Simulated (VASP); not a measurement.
Input of a VASP 6.6.1 run:

Contents of INCAR:

```
SYSTEM = Ti2TeS
PREC = Normal
ENCUT = 520
EDIFF = 1E-4
ISMEAR = 0
SIGMA = 0.15
LREAL = .FALSE.
LASPH = .TRUE.
NELM = 60
ALGO = Fast
ISIF = 3
LWAVE = .FALSE.
LCHARG = .FALSE.
GGA = PE
IBRION = 2
NSW = 24
EDIFFG = -0.08
```

The input KPOINTS:

```
Automatic mesh
0
G
  5 5 3
  0 0 0
```

The input POSCAR:

```
Ti2TeS
1.0
    3.7000000000      0.0000000000      0.0000000000
   -1.8500000000      3.2042939900      0.0000000000
    0.0000000000      0.0000000000      6.9500000000
Ti Te S
2 1 1
Direct
    0.3333333300      0.6666666700      0.7300000000
    0.3333333300      0.6666666700      0.2700000000
    0.6666666700      0.3333333300      0.0000000000
    0.0000000000      0.0000000000      0.5000000000
```

Potentials or basis: VASP PAW PBE potentials, release 64 (Ti_sv, Te, S).

The run is started by

```console
$ cat potpaw_PBE.64/Ti_sv/POTCAR potpaw_PBE.64/Te/POTCAR potpaw_PBE.64/S/POTCAR > POTCAR
$ mpirun -np 1 vasp_std > vasp.out
```

(1) What does it give for the band gap on the k mesh?

(2) What does it give for the space group after relaxing (to 0.05 Å)?

Answers

(1) none (metal or under the smearing width).

(2) P-6m2 (No. 187).

Caveat: the k mesh is coarse (spacing up to 0.39 Å⁻¹), so the values aren't converged.
